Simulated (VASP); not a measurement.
# Mg2CdO3 (Immm) in VASP: single point with r2SCAN

Aim: the single point of Mg2CdO3 with r2SCAN.

Everything below comes from runs of VASP 6.6.1. Logs are shortened: lines on timing, memory, paths and dates and some standing lists are left out, and cuts for length are marked.

**1. Starting point**

Symmetry: Immm, No. 71, orthorhombic system. The conventional cell has a = 3.118 Å, b = 4.501 Å, c = 9.484 Å, α = 90.00°, β = 90.00°, γ = 90.00°. Mg (site symmetry mm2) has 6 O at 2.08 to 2.26 Å as nearest neighbours. Cd (site symmetry mmm) is surrounded by 6 O at 2.25 to 2.36 Å. O (site symmetry mm2) is surrounded by 4 Mg at 2.08 to 2.26 Å and 2 Cd at 2.36 Å. O (site symmetry mmm) is surrounded by 4 Mg at 2.23 Å and 2 Cd at 2.25 Å.

The cell was built by a generator and needn't be a form met in nature.

**2. Single point, r2SCAN**

Contents of INCAR:

```
  ALGO = Normal
  EDIFF = 1E-6
  ENCUT = 520
  ISIF = 2
  ISMEAR = 0
  KPAR = 4
  LASPH = T
  LCHARG = F
  LMIXTAU = T
  LREAL = F
  LWAVE = F
  METAGGA = R2SCAN
  NELM = 150
  PREC = Accurate
  SIGMA = 0.03
```

Contents of KPOINTS:

```
k-points
0
Gamma
  10 10 10
```

Contents of POSCAR:

```
Mg2CdO3
1.0
   -1.5590700000      2.2504500000      4.7422100000
    1.5590700000     -2.2504500000      4.7422100000
    1.5590700000      2.2504500000     -4.7422100000
Mg Cd O
2 1 3
Direct
    0.6686960000      0.6686960000      0.0000000000
    0.3313040000      0.3313040000      0.0000000000
    0.0000000000      0.0000000000      0.0000000000
    0.8138100000      0.3138100000      0.5000000000
    0.1861900000      0.6861900000      0.5000000000
    0.5000000000      0.0000000000      0.5000000000
```

Potentials or basis: VASP PAW PBE potentials, release 64 (Mg, Cd, O).

Launch:

```bash
cat potpaw_PBE.64/Mg/POTCAR potpaw_PBE.64/Cd/POTCAR potpaw_PBE.64/O/POTCAR > POTCAR
mpirun -np 4 vasp_std > vasp.out
```

OUTCAR:

```text
EDIFF = 1E-6
   ENCUT = 520
   ISIF = 2
   ISMEAR = 0
   LASPH = T
   LREAL = F
   METAGGA = R2SCAN
   NELM = 150
   PREC = Accurate

 ion  position               nearest neighbor table
   1  0.669  0.669  0.000-   4 2.08   4 2.08   6 2.23   6 2.23   5 2.26   5 2.26   3 3.14   2 3.14
                             2 3.14   2 3.14   2 3.14   3 3.17   3 3.17   3 3.17   3 3.17   2 3.20
   2  0.331  0.331  0.000-   5 2.08   5 2.08   6 2.23   6 2.23   4 2.26   4 2.26   3 3.14   1 3.14
                             1 3.14   1 3.14   1 3.14   3 3.17   3 3.17   3 3.17   3 3.17   1 3.20
   3  0.000  0.000  0.000-   6 2.25   6 2.25   5 2.36   5 2.36   4 2.36   4 2.36   2 3.14   1 3.14
                             2 3.17   1 3.17   1 3.17   2 3.17   1 3.17   2 3.17   1 3.17   2 3.17
   4  0.814  0.314  0.500-   1 2.08   1 2.08   2 2.26   2 2.26   3 2.36   3 2.36
   5  0.186  0.686  0.500-   2 2.08   2 2.08   1 2.26   1 2.26   3 2.36   3 2.36
   6  0.500  0.000  0.500-   1 2.23   2 2.23   1 2.23   2 2.23   3 2.25   3 2.25

  LATTYP: Found a body centered orthorhombic cell.
 ALAT       =     3.1181400000
 B/A-ratio  =     1.4434566761
 C/A-ratio  =     3.0416915212

  Lattice vectors:

 A1 = (  -1.5590700000,   2.2504500000,   4.7422100000)
 A2 = (   1.5590700000,  -2.2504500000,   4.7422100000)
 A3 = (   1.5590700000,   2.2504500000,  -4.7422100000)

Analysis of symmetry for initial positions (statically):
=====================================================================
 Subroutine PRICEL returns:
 Original cell was already a primitive cell.

 Routine SETGRP: Setting up the symmetry group for a
 body centered orthorhombic supercell.

 Subroutine GETGRP returns: Found  8 space group operations
 (whereof  8 operations were pure point group operations)
 out of a pool of  8 trial point group operations.

The static configuration has the point symmetry D_2h.

Analysis of symmetry for dynamics (positions and initial velocities):
=====================================================================
 Subroutine PRICEL returns:
 Original cell was already a primitive cell.

 Routine SETGRP: Setting up the symmetry group for a
 body centered orthorhombic supercell.

 Subroutine GETGRP returns: Found  8 space group operations
 (whereof  8 operations were pure point group operations)
 out of a pool of  8 trial point group operations.

The dynamic configuration has the point symmetry D_2h.

 Subroutine INISYM returns: Found  8 space group operations
 (whereof  8 operations are pure point group operations),
 and found     1 'primitive' translations

----------------------------------------------------------------------------------------

                                     Primitive cell

  volume of cell :      66.5542

  direct lattice vectors                    reciprocal lattice vectors
    -1.559070000  2.250450000  4.742210000     0.000000000  0.222177787  0.105436073
     1.559070000 -2.250450000  4.742210000     0.320704009  0.000000000  0.105436073
     1.559070000  2.250450000 -4.742210000     0.320704009  0.222177787  0.000000000

  length of vectors
     5.475744712  5.475744712  5.475744712     0.245926278  0.337591213  0.390146166

  position of ions in fractional coordinates (direct lattice)
     0.668696000  0.668696000  0.000000000
     0.331304000  0.331304000  0.000000000
     0.000000000  0.000000000  0.000000000
     0.813810000  0.313810000  0.500000000
     0.186190000  0.686190000  0.500000000
     0.500000000  0.000000000  0.500000000

  ion indices of the primitive-cell ions
   primitive index   ion index
                 1           1
                 2           2
                 3           3
                 4           4
                 5           5
                 6           6

----------------------------------------------------------------------------------------

 KPOINTS: k-points

Automatic generation of k-mesh.
 Grid dimensions read from file:
 generate k-points for:   10   10   10

 Generating k-lattice:

  Cartesian coordinates                     Fractional coordinates (reciprocal lattice)
     0.000000000  0.022217779  0.010543607     0.100000000  0.000000000  0.000000000
     0.032070401  0.000000000  0.010543607    -0.000000000  0.100000000  0.000000000
     0.032070401  0.022217779  0.000000000    -0.000000000  0.000000000  0.100000000

  Length of vectors
     0.024592628  0.033759121  0.039014617

  Shift w.r.t. Gamma in fractional coordinates (k-lattice)
     0.000000000  0.000000000  0.000000000

 Subroutine IBZKPT returns following result:
 ===========================================

 Found    171 irreducible k-points:

 Following reciprocal coordinates:
            Coordinates               Weight
  0.000000  0.000000  0.000000      1.000000
  0.100000 -0.000000  0.000000      4.000000
  0.200000 -0.000000  0.000000      4.000000
  0.300000 -0.000000  0.000000      4.000000
  0.400000  0.000000  0.000000      4.000000
  0.500000  0.000000  0.000000      2.000000
[... 16 lines left out ...]
 -0.400000  0.200000  0.000000      8.000000
 -0.300000  0.200000 -0.000000      8.000000
 [... further k-points ...]
   k-points           NKPTS =    171   k-points in BZ     NKDIM =    171   number of bands    NBANDS=     21
   number of dos      NEDOS =    301   number of ions     NIONS =      6
   total plane-waves  NPLWV =  74088
   dimension x,y,z NGX =    42 NGY =   42 NGZ =   42
   dimension x,y,z NGXF=    84 NGYF=   84 NGZF=   84
   ions per type =               2   1   3
   NGX,Y,Z   is equivalent  to a cutoff of  12.75, 12.75, 12.75 a.u.
   NGXF,Y,Z  is equivalent  to a cutoff of  25.50, 25.50, 25.50 a.u.
 SYSTEM =  unknown system
   PREC   = accura    normal or accurate (medium, high low for compatibility)
   ISTART =      0    job   : 0-new  1-cont  2-samecut
   ICHARG =      2    charge: 1-file 2-atom 10-const
   ISPIN  =      1    spin polarized calculation?
   LNONCOLLINEAR =      F non collinear calculations
   LSORBIT =      F    spin-orbit coupling
   LASPH  =      T    aspherical Exc in radial PAW
   ENCUT  =  520.0 eV  38.22 Ry    6.18 a.u.  10.18 10.18 10.18*2*pi/ulx,y,z
   NELM   =    150;   NELMIN=  2; NELMDL= -5     # of ELM steps
   EDIFF  = 0.1E-05   stopping-criterion for ELM
   LREAL  =      F    real-space projection
   EDIFFG = 0.1E-04   stopping-criterion for IOM
   NSW    =      0    number of steps for IOM
   IBRION =     -1    ionic relax: 0-MD 1-quasi-New 2-CG
   NFREE  =      0    steps in history (QN), initial steepest desc. (CG)
   ISIF   =      2    stress and relaxation
   ISYM   =      2    0-nonsym 1-usesym 2-fastsym
   POTIM  = 0.5000    time-step for ionic-motion
   TEBEG  =    0.0;   TEEND  =   0.0 temperature during run
   PSTRESS=    0.0 pullay stress
   NELECT =      34.0000    total number of electrons
   NUPDOWN=      -1.0000    fix difference up-down
   EMIN   =  10.00;   EMAX   =-10.00  energy-range for DOS
   EFERMI =   0.00;   METHOD = LEGACY
   ISMEAR =     0;   SIGMA  =   0.03  broadening in eV -4-tet -1-fermi 0-gaus
   EFERMI_NEDOS =   21; number of points for ismear=-14 and -15
   IALGO  =     38    algorithm
   IMIX   =      4    mixing-type and parameters
     AMIX     =   0.40;   BMIX     =  1.00
     AMIX_MAG =   1.60;   BMIX_MAG =  1.00
  volume/ion in A,a.u.               =      11.09        74.86
  Fermi-wavevector in a.u.,A,eV,Ry     =   1.308707  2.473098 23.302902  1.712715
  Thomas-Fermi vector in A             =   2.439356
   LORBIT       =      0    0 simple, 1 ext, 2 COOP (PROOUT), +10 PAW based schemes
   METAGGA = R2SCAN    functional components
   LHFCALC =     F    Hartree Fock is set to
   AEXX    =    0.0000 exact exchange contribution
   IVDW    =     0    specifies the selected vdW correction
   LEPSILON=     F    determine dielectric tensor
   LRPA    =     F    only Hartree local field effects (RPA)
 non-spin polarized calculation
 Gauss-broadening in eV      SIGMA  =   0.03
  energy-cutoff  :      520.00
  volume of cell :       66.55
 maximum number of plane-waves:      1812
 NGX is ok and might be reduce to    42
   NGX = 21   NGY = 21   NGZ = 21

 number of electron      34.0000000 magnetization

 Free energy of the ion-electron system (eV)
  ---------------------------------------------------
  ext. energy  EPLUGINS =         0.00000000
  ---------------------------------------------------
  free energy    TOTEN  =       -60.29281812 eV

  energy without entropy =      -60.29281812  energy(sigma->0) =      -60.29281812

 E-fermi :   2.6153     XC(G=0): -11.6189

 val. band max:        2.4055332932   @ k =   0.5000   0.0000   0.0000
 cond. band min:       4.6342009677   @ k =   0.0000   0.0000   0.0000
 fundamental gap:      2.2286676744
 Fermi energy:         2.6152885456

 k-point     1 :       0.0000    0.0000    0.0000
  band No.  band energies     occupation
      1     -15.9625      2.00000
      2     -15.1069      2.00000
      3     -14.6775      2.00000
      4      -4.8941      2.00000
      5      -4.4138      2.00000
      6      -4.2896      2.00000
[... 13 lines left out ...]
     20      11.7048      0.00000
     21      12.0462      0.00000

 k-point     2 :       0.1000   -0.0000    0.0000
  band No.  band energies     occupation
      1     -15.9293      2.00000
      2     -15.1061      2.00000
      3     -14.6983      2.00000
      4      -4.8963      2.00000
      5      -4.4419      2.00000
      6      -4.2876      2.00000
[... 13 lines left out ...]
     20      11.3664      0.00000
     21      12.1773      0.00000
[... 487 lines left out ...]
      5      -4.5804      2.00000
      6      -4.4694      2.00000
[... 13 lines left out ...]
     20      10.8460      0.00000
     21      13.2022      0.00000

 k-point    24 :      -0.3000    0.2000   -0.0000
  band No.  band energies     occupation
      1     -15.5614      2.00000
      2     -14.9999      2.00000
      3     -14.8102      2.00000
      4      -4.7018      2.00000
      5      -4.5394      2.00000
      6      -4.4383      2.00000
[... 13 lines left out ...]
     20      11.3499      0.00000
     21      12.7281      0.00000

 [... further k-points ...]

------------------------ aborting loop because EDIFF is reached ----------------------------------------

  FORCE on cell =-STRESS in cart. coord.  units (eV):
  Direction    XX          YY          ZZ          XY          YZ          ZX
  --------------------------------------------------------------------------------------
  -------------------------------------------------------------------------------------
  Total       -2.1926237     -2.0425879     -2.1395704     -0.0000000      0.0000000      0.0000000
  in kB      -52.7835916    -49.1717396    -51.5064254     -0.0000000      0.0000000      0.0000000
  external PRESSURE =     -51.1539189 kB  Pullay stress =       0.0000000 kB

 VOLUME and BASIS-vectors are now :
 -----------------------------------------------------------------------------
  energy-cutoff  :      520.00
  volume of cell :       66.55
      direct lattice vectors                 reciprocal lattice vectors
    -1.559070000  2.250450000  4.742210000     0.000000000  0.222177787  0.105436073
     1.559070000 -2.250450000  4.742210000     0.320704009  0.000000000  0.105436073
     1.559070000  2.250450000 -4.742210000     0.320704009  0.222177787  0.000000000

 POSITION                                       TOTAL-FORCE (eV/Angst)
 -----------------------------------------------------------------------------------
      0.00000      0.00000      6.34219        -0.000000     -0.000000      0.071011
      0.00000      0.00000      3.14223         0.000000      0.000000     -0.071011
      0.00000      0.00000      0.00000        -0.000000     -0.000000      0.000000
      0.00000      2.25045      2.97631         0.000000      0.000000      0.056471
      1.55907      0.00000      1.76590        -0.000000     -0.000000     -0.056471
      0.00000      2.25045      0.00000        -0.000000     -0.000000      0.000000
 -----------------------------------------------------------------------------------
    total drift:                               -0.000000     -0.000000      0.000000

  FREE ENERGIE OF THE ION-ELECTRON SYSTEM (eV)
  ---------------------------------------------------
  free  energy   TOTEN  =       -60.2928181234 eV

  energy  without entropy=      -60.2928181234  energy(sigma->0) =      -60.29281812
```

Run time: 9.4 min. Hardware: 4 MPI ranks of Intel Xeon Platinum 8488C (Sapphire Rapids), shared host; peak memory 0.46 GiB.

Results:

- Free energy: -60.2928 eV
- Pressure: -5.1 GPa
- Largest force: 0.071 eV/Å
- Band gap on the k mesh: 2.23 eV, indirect (least direct gap 2.93 eV)

Forces in eV/Å, atoms in the order of the input:
```
Mg   0.000  0.000  0.071
Mg   0.000  0.000 -0.071
Cd   0.000  0.000  0.000
O    0.000  0.000  0.056
O    0.000  0.000 -0.056
O    0.000  0.000  0.000
```

Caveat: the PAW data sets were made with another functional, which shifts forces and pressure a little. r2SCAN opens gaps a little over a GGA but as a rule still falls short of measured ones.
